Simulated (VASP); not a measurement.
VASP input:

### POSCAR
```
AgSb
1
    0.0000000000     3.0488770000     3.0488770000
    3.0488770000     0.0000000000     3.0488770000
    3.0488770000     3.0488770000     0.0000000000
Sb Ag
1 1
Direct
  0.0000000000   0.0000000000   0.0000000000
  0.5000000000   0.5000000000   0.5000000000
```

File KPOINTS:
```
Automatic mesh
0
Gamma
9 9 9
0 0 0
```

**INCAR**
```
SYSTEM = AgSb
PREC = Accurate
ENCUT = 400
EDIFF = 1E-6
NELM = 100
ALGO = Normal
LREAL = .FALSE.
LASPH = .TRUE.
ISMEAR = 1
SIGMA = 0.1
METAGGA = R2SCAN
LMIXTAU = .TRUE.
LMAXMIX = 4
LWAVE = .FALSE.
LCHARG = .FALSE.
IBRION = 2
ISIF = 3
NSW = 60
EDIFFG = -0.01
```

POTCAR, in this order: Sb Ag (PBE.64 set). Program: vasp_std.

Question: Write an equivalent input for Ansatz.

Answer: One equivalent input (not run):
Ansatz 0.2 input:
```yaml
crystal:
  lattice:
    - [0.0000000, 3.0488770, 3.0488770]
    - [3.0488770, 0.0000000, 3.0488770]
    - [3.0488770, 3.0488770, 0.0000000]
  atoms:
    - { symbol: Sb, position: [0.0000000, 0.0000000, 0.0000000] }
    - { symbol: Ag, position: [0.5000000, 0.5000000, 0.5000000] }
kpoints:
  mp_grid: { grid: [9, 9, 9] }
hamiltonian:
  xc: r2scan
  pseudopotentials: { kind: paw }
scf:
  occupations: { method: methfessel_paxton, width: 0.1 }
  max_iter: 100
relax:
  max_steps: 60
  f_tol: 0.01
  cell: {}
output: { forces: true, stress: true, eigenvalues: true }
```
What does not carry over: each code has its own PAW files, so the cut-off isn't converted (ENCUT is set for VASP's; basis.ecutwfc is left out, and Ansatz then takes the one that its files recommend); Ansatz stops its SCF on the density residual and VASP on the energy change (EDIFF).

The structure was generated: AgSb was put into the rocksalt type (Fm-3m), which need not be its known phase. This run relaxes it. Symmetry was kept, so distortions that lower it aren't found.
